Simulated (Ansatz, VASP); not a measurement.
# Sb in two plane-wave programs, part 3 of 3

One calculation is typed for both programs; each brings its own data sets. How far apart do they land? Of the first pair: The structure shown is frame 250 of Ansatz's trajectory.

VASP 6.6.1 and Ansatz 0.2.0.

So far. Step 7 (VASP: single point, PBE, pair 2): The run ends at a pressure of 6.52 GPa, with forces up to 1.2 eV/Å.

### 10. VASP: single point, PBE, pair 3

Level of this step: PBE; plane waves and PAW (Sb) (VASP).

The same cell, functional, mesh and smearing now go to VASP, with its own data sets.

File INCAR:

```
SYSTEM = Sb
PREC = Accurate
ENCUT = 400
EDIFF = 1E-06
NELM = 120
ISMEAR = -1
SIGMA = 0.078
LREAL = .FALSE.
ALGO = Normal
GGA = PE
NBANDS = 56
LORBIT = 11
LWAVE = .FALSE.
LCHARG = .FALSE.
ISIF = 2
LASPH = .TRUE.
GGA_COMPAT = .FALSE.
EFERMI = MIDGAP
```

File POSCAR:

```
Sb
1.0
    7.9126000000      0.0000000000      0.0000000000
    0.0000000000      7.9126000000      0.0000000000
    0.0000000000      0.0000000000      7.9126000000
Sb
16
Direct
    0.4792482875      0.3881025200      0.7433460557
    0.0532315547      0.5823117559      0.5706847307
    0.7859237166      0.0062937593      0.9599878675
    0.0112731593      0.9848216768      0.2179056189
    0.4107120289      0.5246821525      0.4115714177
    0.8179991406      0.3135126254      0.5930414781
    0.4782751561      0.0078103278      0.7003387003
    0.3288046913      0.7231377802      0.0113742638
    0.2183353133      0.2007936709      0.4218840836
    0.4260925612      0.0713798246      0.0841063620
    0.1079291257      0.8739226045      0.7933422642
    0.8002679271      0.7665242777      0.4253342770
    0.9207466572      0.5672598135      0.1576220206
    0.6476000303      0.6643328362      0.8680838157
    0.6890402649      0.2848115664      0.2542400728
    0.1780577813      0.3384222632      0.0287516114
```

File KPOINTS:

```
Automatic mesh
0
Gamma
1 1 1
0 0 0
```

Potentials, in the order of the species: Sb (PBE family, release 64).

On the command line:

```sh
mpirun -np 4 vasp_gam
```

Numbers of over 12 decimals in the logs are rounded to 6 here.

What it wrote:

```text
[... set-up lines as in an earlier step ...]
 entering main loop
       N       E                     dE             d eps       ncg     rms          rms(c)
DAV:   1     0.571639847283E+03    0.57164E+03   -0.25514E+04   112   0.973E+02
DAV:   2     0.620542940493E+01   -0.56543E+03   -0.53703E+03   152   0.194E+02
DAV:   3    -0.560820265494E+02   -0.62287E+02   -0.60375E+02   144   0.725E+01
DAV:   4    -0.577988446646E+02   -0.17168E+01   -0.16905E+01   136   0.123E+01
[...]
DAV:  12    -0.574263439666E+02   -0.13706E-04   -0.20061E-05   128   0.146E-02    0.948E-03
DAV:  13    -0.574263472759E+02   -0.33093E-05   -0.54390E-06   128   0.760E-03    0.356E-03
DAV:  14    -0.574263478225E+02   -0.54665E-06   -0.72672E-07    80   0.278E-03
   1 F= -.57426348E+02 E0= -.57385849E+02  d E =-.809969E-01
```

OUTCAR, selected parts (step 10):

```text
  Total       26.5095020     25.8493924     17.5172614     -5.8420734      1.8223186      2.6915515
  in kB       85.7342824     83.5994244     56.6525102    -18.8938279      5.8935537      8.7047369
  external PRESSURE =      75.3287390 kB  Pullay stress =       0.0000000 kB

 POSITION                                       TOTAL-FORCE (eV/Angst)
 -----------------------------------------------------------------------------------
      3.79210      3.07090      5.88180        -0.717015     -0.757912     -0.676608
      0.42120      4.60760      4.51560         1.153460     -0.093235      0.608170
      6.21870      0.04980      7.59600         0.035501     -0.269504     -1.325186
      0.08920      7.79250      1.72420         0.481498     -1.216654      1.104877
      3.24980      4.15160      3.25660         0.326506     -0.414938      0.122999
      6.47250      2.48070      4.69250         0.413132     -0.598496      0.585879
      3.78440      0.06180      5.54150        -0.505377     -0.055629     -0.187780
      2.60170      5.72190      0.09000        -0.313777     -0.831602      0.873729
      1.72760      1.58880      3.33820        -0.563142      0.207366      0.386976
      3.37150      0.56480      0.66550         0.716448      0.440642     -0.127173
      0.85400      6.91500      6.27740        -0.660516      0.070845     -0.687450
      6.33220      6.06520      3.36550        -1.214814      1.495267     -0.029834
      7.28550      4.48850      1.24720        -1.072186      0.068864     -0.568104
      5.12420      5.25660      6.86880         1.440819      0.485088      0.550023
      5.45210      2.25360      2.01170        -0.339116      1.023589      0.129435
      1.40890      2.67780      0.22750         0.818578      0.446310     -0.759954
 -----------------------------------------------------------------------------------
    total drift:                                0.000154      0.000110      0.000143

  FREE ENERGIE OF THE ION-ELECTRON SYSTEM (eV)
  ---------------------------------------------------
  free  energy   TOTEN  =       -57.4263478225 eV

  energy  without entropy=      -57.3453509356  energy(sigma->0) =      -57.38584938

[... 2 parts as in an earlier step ...]

[... 1 further part left out ...]
[key lines of the parts left out:]
E-fermi :   6.9531
```

The run ends at a pressure of 7.53 GPa, with forces up to 1.9 eV/Å.

### 11. Differences

What differs besides the data sets and the points named for the pairs above, as far as they apply: the data sets hold 240 valence electrons in Ansatz (on its default PAW (the set named soft_2) files) and 80 in VASP. Total energies have different zeros and are not compared.

Forces on 7 of the 16 atoms, those with the largest forces and the largest differences (eV/Å; atoms numbered as in POSCAR):

```
atom          Ansatz x, y, z            VASP x, y, z
 Sb1  -0.685, -0.723, -0.689  -0.717, -0.758, -0.677
 Sb2    1.088, -0.065, 0.598    1.153, -0.093, 0.608
 Sb3   0.063, -0.272, -1.280   0.036, -0.270, -1.325
 Sb4    0.448, -1.213, 1.083    0.481, -1.217, 1.105
 Sb8   -0.303, -0.813, 0.838   -0.314, -0.832, 0.874
Sb12   -1.148, 1.458, -0.040   -1.215, 1.495, -0.030
Sb14     1.389, 0.471, 0.548     1.441, 0.485, 0.550
```

The forces differ by 24 meV/Å r.m.s., which is 3.4 % of the r.m.s. force of 0.701 eV/Å (both taken over all components).

### 12. Outcome

```json
{"r.m.s. force difference (single point, PBE, pair 1)": "3.9 % of the r.m.s. force", "r.m.s. force difference (single point, PBE, pair 2)": "4.3 % of the r.m.s. force", "r.m.s. force difference (single point, PBE, pair 3)": "3.4 % of the r.m.s. force"}
```

In words: The r.m.s. force difference is 4.3 % of the r.m.s. force (single point, PBE, pair 2), beyond the 3 % picked in this series as the mark of a large difference. The data sets hold unlike numbers of valence electrons (240 in Ansatz and 80 in VASP), so part of the differences comes from the potentials. Single point, PBE, pair 1, VASP with the data sets Sb_d_GW: r.m.s. force difference goes from 25 to 0.91 meV/Å. What causes the difference of the single point, PBE, pair 2 pair stays open here. What causes the difference of the single point, PBE, pair 3 pair stays open here. Such differences can come from data sets, numerical settings and the points named under the comparisons, not from the functional's error against experiment.

[Lines on the potential files, build, host, timing and source positions are cut from VASP's logs without a mark.]

[Logs are printed without paths, hosts, clocks, repeated set-up lines and the standing remarks that a program may print on its own settings, such as how far it seeks lower states.]

[Hosts, paths, dates, database ids (printed as entryN), source tags and the programs' standing remarks are cut or masked in the printed files.]
